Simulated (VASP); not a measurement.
Consider the following.

```
CELL_PARAMETERS angstrom
     -2.17791     2.17791     2.17791
      2.17791    -2.17791     2.17791
      2.17791     2.17791    -2.17791
ATOMIC_POSITIONS crystal
  Eu 0.00000 0.00000 0.00000
```

All values below come from TPSS meta-GGA, VASP's PBE PAW potentials (set 64) (plane waves; VASP 6.6.1). Numerical set-up: 520 eV cut-off, 12×12×12 Γ-centred mesh, first-order Methfessel-Paxton smearing of 0.10 eV, potentials Eu_2.

The 4f electrons are frozen in the core of the lanthanide potential, so 4f levels, which can set the real gap, and their magnetism are missing.

What does the run give for the energy per atom (σ→0), band gap (on the k-mesh) with the smallest direct gap where there is one?

The band gap (on the k-mesh) comes out as none (metal, semimetal or under 0.01 eV) and the energy per atom (σ→0) is -6.538 eV/atom.

Total energies compare only between runs with the same potentials, cut-off and functional.

The compound is Eu in the bcc structure. This cell is one point of a volume scan, at 0.97 of the reference volume.
